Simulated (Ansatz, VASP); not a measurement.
# SiO2 in two plane-wave programs, part 2 of 3

Aim: how closely do two programs agree when they are given the same cell, functional and k mesh? The cell is taken from a series of runs on this material, whose earlier steps may have relaxed, scaled, displaced or heated it; both programs get it as it stands.

VASP 6.6.1 and Ansatz 0.2.0.

So far: The starting structure; Ansatz: zone-centre phonons, LDA.

### Step 3. VASP: zone-centre phonons, LDA

Level of this step: LDA; plane waves and PAW (Si, O) (VASP).

The same cell, functional (in two slightly different forms) and mesh now go to VASP, with its own data sets.

Lines of VASP's logs that name or quote its potential files are left out, and so is its time.

INCAR

```
SYSTEM = SiO2
PREC = Accurate
ENCUT = 600
EDIFF = 1E-08
NELM = 120
ISMEAR = 0
SIGMA = 0.01
LREAL = .FALSE.
ALGO = Normal
GGA = CA
NBANDS = 33
LORBIT = 11
LWAVE = .FALSE.
LCHARG = .FALSE.
ISIF = 2
IBRION = 8
LEPSILON = .TRUE.
LASPH = .TRUE.
GGA_COMPAT = .FALSE.
EFERMI = MIDGAP
KPAR = 2
```

POSCAR

```
SiO2
1.0
    4.8666731703      0.0000000000      0.0000000000
   -2.4333365852      4.2146625974      0.0000000000
    0.0000000000      0.0000000000      5.3659094948
Si O
3 6
Direct
    0.4647097223      0.0000000000      0.6666666667
    0.0000000000      0.4647097223      0.3333333333
    0.5352902777      0.5352902777      0.0000000000
    0.4111068544      0.2762082004      0.7787192417
    0.7237917996      0.1348986540      0.4453859083
    0.8651013460      0.5888931456      0.1120525750
    0.2762082004      0.4111068544      0.2212807583
    0.1348986540      0.7237917996      0.5546140917
    0.5888931456      0.8651013460      0.8879474250
```

KPOINTS

```
Automatic mesh
0
Gamma
6 6 4
0 0 0
```

Potentials, in the order of the species: Si and O (LDA family, release 64).

On the command line:

```bash
$ mpirun -np 2 vasp_std
```

Log:

```text
[banner, memory and clock lines left out]
running    2 mpi-ranks, on    1 nodes
 distrk:  each k-point on    1 cores,    2 groups
 distr:  one band on    1 cores,    1 groups

 POSCAR found type information on POSCAR SiO
 POSCAR found :  2 types and       9 ions
 LDA part: xc-table for (Slater(with rela. corr.)+CA(PZ))
 , standard interpolation
 POSCAR, INCAR and KPOINTS ok, starting setup
 FFT: planning ... GRIDC
 FFT: planning ... GRID_SOFT
 FFT: planning ... GRID
 WAVECAR not read
 entering main loop
       N       E                     dE             d eps       ncg     rms          rms(c)
DAV:   1     0.289723871168E+03    0.28972E+03   -0.27527E+04  1584   0.152E+03
DAV:   2    -0.686862079187E+02   -0.35841E+03   -0.34730E+03  2057   0.320E+02
DAV:   3    -0.875468772053E+02   -0.18861E+02   -0.18785E+02  1976   0.780E+01
DAV:   4    -0.877567049714E+02   -0.20983E+00   -0.20958E+00  2008   0.919E+00
DAV:   5    -0.877598598106E+02   -0.31548E-02   -0.31538E-02  1960   0.112E+00    0.259E+01
DAV:   6    -0.781808287971E+02    0.95790E+01   -0.36582E+01  1854   0.323E+01    0.130E+01
DAV:   7    -0.780315158508E+02    0.14931E+00   -0.10142E+00  1960   0.504E+00    0.454E+00
DAV:   8    -0.779466015766E+02    0.84914E-01   -0.54715E-02  1968   0.170E+00    0.168E+00
DAV:   9    -0.779332234482E+02    0.13378E-01   -0.17079E-02  2016   0.949E-01    0.266E-01
DAV:  10    -0.779335719488E+02   -0.34850E-03   -0.19374E-03  1960   0.250E-01    0.944E-02
DAV:  11    -0.779335044313E+02    0.67518E-04   -0.53213E-04  1992   0.137E-01    0.220E-02
DAV:  12    -0.779335038481E+02    0.58320E-06   -0.12954E-05  1960   0.219E-02    0.659E-03
DAV:  13    -0.779335039124E+02   -0.64359E-07   -0.23086E-06  1992   0.851E-03    0.167E-03
DAV:  14    -0.779335039614E+02   -0.49013E-07   -0.67191E-08  1968   0.158E-03    0.801E-04
DAV:  15    -0.779335039669E+02   -0.54297E-08   -0.20574E-08  1408   0.769E-04
   1 F= -.77933504E+02 E0= -.77933504E+02  d E =0.000000E+00
 Linear response reoptimize wavefunctions to high precision
DAV:   1    -0.779335039661E+02    0.70759E-09   -0.26188E-09  1416   0.297E-04
DAV:   2    -0.779335039663E+02   -0.13188E-09   -0.23215E-10  1344   0.934E-05
DAV:   3    -0.779335039662E+02    0.64574E-10   -0.29465E-11  1312   0.331E-05
 Linear response G [H, r] |phi>, progress :
  Direction:   1
       N       E                     dE             d eps       ncg     rms
RMM:   1    -0.183658052987E+03   -0.18366E+03    0.16864E+02  3601   0.969E+01
RMM:   2    -0.172145311913E+03    0.11513E+02   -0.10518E+01  2744   0.184E+01
RMM:   3    -0.172227811883E+03   -0.82500E-01   -0.17959E-01  2860   0.218E+00
RMM:   4    -0.172230553644E+03   -0.27418E-02   -0.36257E-03  2992   0.340E-01
RMM:   5    -0.172230706851E+03   -0.15321E-03   -0.18344E-04  3005   0.662E-02
RMM:   6    -0.172230725216E+03   -0.18365E-04   -0.16212E-04  3022   0.236E-02
RMM:   7    -0.172230726129E+03   -0.91307E-06   -0.16486E-04  3021   0.180E-02
RMM:   8    -0.172230726126E+03    0.25466E-08   -0.16542E-04  3012   0.174E-02
RMM:   9    -0.172230726221E+03   -0.94237E-07   -0.17113E-04  2976   0.173E-02
RMM:  10    -0.172230727525E+03   -0.13047E-05   -0.14968E-04  2967   0.173E-02
 Linear response G [H, r] |phi>, progress :
  Direction:   2
       N       E                     dE             d eps       ncg     rms
RMM:   1    -0.182702429988E+03   -0.18270E+03    0.17270E+02  3588   0.968E+01
RMM:   2    -0.172160836414E+03    0.10542E+02   -0.10349E+01  2742   0.183E+01
RMM:   3    -0.172243231087E+03   -0.82395E-01   -0.17747E-01  2860   0.216E+00
RMM:   4    -0.172245780882E+03   -0.25498E-02   -0.38009E-03  2997   0.343E-01
RMM:   5    -0.172245922212E+03   -0.14133E-03   -0.11573E-04  3010   0.677E-02
RMM:   6    -0.172245937972E+03   -0.15760E-04   -0.75884E-05  3019   0.263E-02
RMM:   7    -0.172245938583E+03   -0.61093E-06   -0.75788E-05  3019   0.209E-02
RMM:   8    -0.172245938820E+03   -0.23647E-06   -0.77171E-05  3012   0.203E-02
RMM:   9    -0.172245939170E+03   -0.35077E-06   -0.74346E-05  2979   0.203E-02
RMM:  10    -0.172245940187E+03   -0.10162E-05   -0.36329E-05  2970   0.203E-02
 Linear response G [H, r] |phi>, progress :
  Direction:   3
       N       E                     dE             d eps       ncg     rms
RMM:   1    -0.182358005575E+03   -0.18236E+03    0.17599E+02  3577   0.966E+01
RMM:   2    -0.172101330784E+03    0.10257E+02   -0.10586E+01  2711   0.185E+01
RMM:   3    -0.172191587622E+03   -0.90257E-01   -0.19055E-01  2854   0.220E+00
RMM:   4    -0.172194659835E+03   -0.30722E-02   -0.66399E-03  2985   0.358E-01
RMM:   5    -0.172194676084E+03   -0.16249E-04   -0.10330E-03  2998   0.702E-02
RMM:   6    -0.172194655065E+03    0.21019E-04   -0.59417E-04  3004   0.266E-02
RMM:   7    -0.172194655606E+03   -0.54111E-06   -0.59210E-04  3006   0.209E-02
RMM:   8    -0.172194654671E+03    0.93523E-06   -0.58402E-04  3000   0.202E-02
[...]
RMM:  15    -0.243897771225E-01   -0.72216E-09   -0.72034E-07  6314   0.159E-04    0.539E-07
RMM:  16    -0.243897790425E-01   -0.19199E-08   -0.73970E-07  6439   0.158E-04    0.163E-07
RMM:  17    -0.243897810834E-01   -0.20410E-08   -0.74672E-07  6550   0.157E-04    0.142E-07
RMM:  18    -0.243897734057E-01    0.76777E-08   -0.70877E-07  6657   0.157E-04    0.973E-08
 first order change of Fermi-energy  -0.53697E-01
[...]
RMM:   8    -0.254563665538E-01   -0.22085E-05    0.22167E-06  9535   0.148E-03    0.355E-04
RMM:   9    -0.254566998749E-01   -0.33332E-06    0.23902E-06  9512   0.509E-04    0.161E-04
RMM:  10    -0.254570381053E-01   -0.33823E-06    0.18774E-06  9540   0.252E-04    0.444E-05
RMM:  11    -0.254570930457E-01   -0.54940E-07    0.18313E-06  9766   0.177E-04    0.173E-05
RMM:  12    -0.254570846344E-01    0.84114E-08    0.19033E-06  9684   0.163E-04    0.556E-06
RMM:  13    -0.254570814769E-01    0.31574E-08    0.19625E-06  9922   0.160E-04    0.227E-06
RMM:  14    -0.254570994055E-01   -0.17929E-07    0.17332E-06 10032   0.158E-04    0.124E-06
RMM:  15    -0.254571063716E-01   -0.69661E-08    0.17870E-06 10268   0.156E-04    0.412E-07
RMM:  16    -0.254571185283E-01   -0.12157E-07    0.16987E-06 10398   0.155E-04    0.245E-07
RMM:  17    -0.254571298049E-01   -0.11277E-07    0.16942E-06 10654   0.154E-04    0.156E-07
RMM:  18    -0.254571410714E-01   -0.11266E-07    0.16129E-06 10806   0.154E-04    0.123E-07
RMM:  19    -0.254571383088E-01    0.27626E-08    0.16893E-06 10992   0.153E-04    0.888E-08
 first order change of Fermi-energy   0.84185E-05
 force on displaced ion       1 direction 3 :   0.002  -1.783 -48.695
 Born effective charge ion    1 direction 3 :   0.000  -0.313   3.426
 Linear response progress:
  Degree of freedom:   4/  6
       N       E                     dE             d eps       ncg     rms          rms(c)
RMM:   1    -0.372205639972E+00   -0.37221E+00    0.28693E-01  9931   0.309E+00
RMM:   2    -0.363725796276E+00    0.84798E-02   -0.83473E-03  8313   0.468E-01    0.253E-01
RMM:   3    -0.364651307309E+00   -0.92551E-03   -0.20089E-03  9013   0.203E-01    0.131E-01
RMM:   4    -0.366157283740E+00   -0.15060E-02   -0.72505E-04  8114   0.126E-01    0.377E-02
RMM:   5    -0.366514337345E+00   -0.35705E-03   -0.97264E-05  9400   0.388E-02    0.160E-02
RMM:   6    -0.366383991829E+00    0.13035E-03   -0.14253E-05  9324   0.167E-02    0.359E-03
RMM:   7    -0.366441321271E+00   -0.57329E-04   -0.18222E-06  9401   0.522E-03    0.106E-03
RMM:   8    -0.366441126851E+00    0.19442E-06   -0.33258E-07  9502   0.146E-03    0.355E-04
RMM:   9    -0.366439194836E+00    0.19320E-05    0.63336E-08  9563   0.691E-04    0.155E-04
RMM:  10    -0.366439426180E+00   -0.23134E-06   -0.15840E-07  9592   0.596E-04    0.628E-05
RMM:  11    -0.366439237004E+00    0.18918E-06    0.15962E-08  9629   0.565E-04    0.174E-05
RMM:  12    -0.366439314409E+00   -0.77406E-07   -0.71556E-08  9903   0.536E-04    0.753E-06
RMM:  13    -0.366439301933E+00    0.12476E-07   -0.11095E-07 10105   0.527E-04    0.270E-06
RMM:  14    -0.366439328819E+00   -0.26886E-07   -0.95643E-08 10355   0.523E-04    0.193E-06
RMM:  15    -0.366439322623E+00    0.61960E-08   -0.35990E-08 10516   0.520E-04    0.627E-07
 first order change of Fermi-energy   0.19710E+00
 force on displaced ion       4 direction 1 : -15.110  13.063   7.095
 Born effective charge ion    4 direction 1 :  -1.316   0.434   0.239
 Linear response progress:
  Degree of freedom:   5/  6
       N       E                     dE             d eps       ncg     rms          rms(c)
RMM:   1    -0.374452654659E+00   -0.37445E+00    0.40288E-01  9660   0.318E+00
RMM:   2    -0.367460673485E+00    0.69920E-02   -0.98850E-03  8416   0.510E-01    0.337E-01
RMM:   3    -0.367892599118E+00   -0.43193E-03   -0.23565E-03  8124   0.226E-01    0.184E-01
RMM:   4    -0.369978011308E+00   -0.20854E-02   -0.26163E-03  9188   0.200E-01    0.543E-02
RMM:   5    -0.369808960146E+00    0.16905E-03   -0.10334E-04  9196   0.459E-02    0.775E-03
RMM:   6    -0.369913293856E+00   -0.10433E-03   -0.10846E-05  9499   0.132E-02    0.350E-03
RMM:   7    -0.369880735055E+00    0.32559E-04   -0.61639E-07  9469   0.331E-03    0.101E-03
RMM:   8    -0.369885072784E+00   -0.43377E-05   -0.19015E-07  9526   0.129E-03    0.309E-04
RMM:   9    -0.369883918530E+00    0.11543E-05   -0.14438E-07  9531   0.654E-04    0.146E-04
RMM:  10    -0.369884580795E+00   -0.66227E-06   -0.28289E-07  9615   0.540E-04    0.287E-05
RMM:  11    -0.369884520891E+00    0.59904E-07   -0.32023E-07  9670   0.513E-04    0.112E-05
RMM:  12    -0.369884655997E+00   -0.13511E-06   -0.57056E-08  9792   0.510E-04    0.427E-06
RMM:  13    -0.369884629721E+00    0.26275E-07    0.38818E-08  9998   0.505E-04    0.185E-06
RMM:  14    -0.369884643722E+00   -0.14001E-07   -0.55050E-09 10153   0.501E-04    0.961E-07
RMM:  15    -0.369884636511E+00    0.72109E-08   -0.91914E-08 10349   0.497E-04    0.578E-07
 first order change of Fermi-energy   0.24506E-01
 force on displaced ion       4 direction 2 :  13.060 -34.215 -23.088
 Born effective charge ion    4 direction 2 :   0.489  -1.987  -0.714
 Linear response progress:
  Degree of freedom:   6/  6
       N       E                     dE             d eps       ncg     rms          rms(c)
RMM:   1    -0.376092734284E+00   -0.37609E+00    0.34165E-01  9727   0.314E+00
RMM:   2    -0.367875676330E+00    0.82171E-02   -0.93100E-03  8392   0.497E-01    0.299E-01
RMM:   3    -0.368468337943E+00   -0.59266E-03   -0.22386E-03  8634   0.216E-01    0.161E-01
RMM:   4    -0.370251420074E+00   -0.17831E-02   -0.16916E-03  8872   0.170E-01    0.465E-02
RMM:   5    -0.370340990480E+00   -0.89570E-04   -0.57855E-05  9386   0.327E-02    0.185E-02
RMM:   6    -0.370275919499E+00    0.65071E-04   -0.85415E-06  9467   0.117E-02    0.267E-03
RMM:   7    -0.370293474802E+00   -0.17555E-04   -0.27490E-07  9509   0.306E-03    0.121E-03
RMM:   8    -0.370287044613E+00    0.64302E-05   -0.19706E-08  9498   0.121E-03    0.347E-04
RMM:   9    -0.370284228618E+00    0.28160E-05   -0.24208E-07  9559   0.708E-04    0.146E-04
RMM:  10    -0.370284147986E+00    0.80632E-07   -0.51167E-07  9570   0.583E-04    0.270E-05
RMM:  11    -0.370284272104E+00   -0.12412E-06   -0.27619E-07  9713   0.559E-04    0.146E-05
RMM:  12    -0.370284365707E+00   -0.93603E-07   -0.27588E-07  9832   0.548E-04    0.572E-06
RMM:  13    -0.370284305619E+00    0.60089E-07   -0.75231E-08 10124   0.542E-04    0.218E-06
RMM:  14    -0.370284317032E+00   -0.11414E-07    0.11724E-07 10248   0.538E-04    0.116E-06
RMM:  15    -0.370284313037E+00    0.39955E-08    0.70913E-08 10484   0.535E-04    0.648E-07
 first order change of Fermi-energy   0.77180E-01
 force on displaced ion       4 direction 3 :   7.099 -23.086 -25.618
 Born effective charge ion    4 direction 3 :   0.305  -0.673  -1.713
 Born effective charges drift removed
 Linear response finished
```

[end of part 2 of 3]

[Lines on the potential files, build, host, timing and source positions are cut from VASP's logs without a mark.]

[Logs are printed without paths, hosts, clocks, repeated set-up lines and the standing remarks that a program may print on its own settings, such as how far it seeks lower states.]

[Hosts, paths, dates, database ids (printed as entryN), source tags and the programs' standing remarks are cut or masked in the printed files.]
